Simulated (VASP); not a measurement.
Crystal: P.

```xyz
4
Lattice="1.6588 -5.0989 0.0000 1.6588 5.0989 0.0000 0.0000 0.0000 4.1713" Properties=species:S:1:pos:R:3 pbc="T T T"
P     1.6588    4.0175    0.3030
P     1.6588   -1.0814    1.7827
P     1.6588   -4.0175    3.8683
P     1.6588    1.0814    2.3886
```

Base run:

| Quantity | Value |
| --- | --- |
| Program | VASP 6.6.1 |
| Functional | PBE |
| Potentials or basis | VASP PAW PBE potentials, release 64 (P) |
| Cutoff | 300 eV |
| k mesh | 10 × 10 × 7 |
| Occupations | gaussian, width 0.02 eV |
| Spin | no spin polarisation |

Its results: band gap on the k mesh none (metal or under the smearing width); pressure 3.5 GPa; largest force 0.015 eV/Å.

Q: After a change of settings the same cell gave: band gap on the k mesh none (metal or under the smearing width); pressure 0.4 GPa; largest force 0.060 eV/Å. Which change was it?
A. functional from PBE to r2SCAN; cutoff from 300 eV to 450 eV; further incar settings from ALGO = Fast; EDIFF = 1e-06; NBANDS = 18 to ALGO = Normal; EDIFF = 1e-06; NBANDS = 18
B. cutoff from 300 eV to 600 eV
C. functional from PBE to PBEsol
D. functional from PBE to LDA; potentials or basis from VASP PAW PBE potentials, release 64 (P) to VASP PAW LDA potentials, release 64 (P); cutoff from 300 eV to 450 eV

A: C.

PBEsol binds more tightly than PBE, so the same cell stands under less pressure.

Caveats: the cutoff is under 1.25 times the usual one of these potentials, so pressure, stress and relaxed cells hold a basis-set (Pulay) error; the PAW data sets were made with another functional, which shifts forces and pressure a little (some runs).
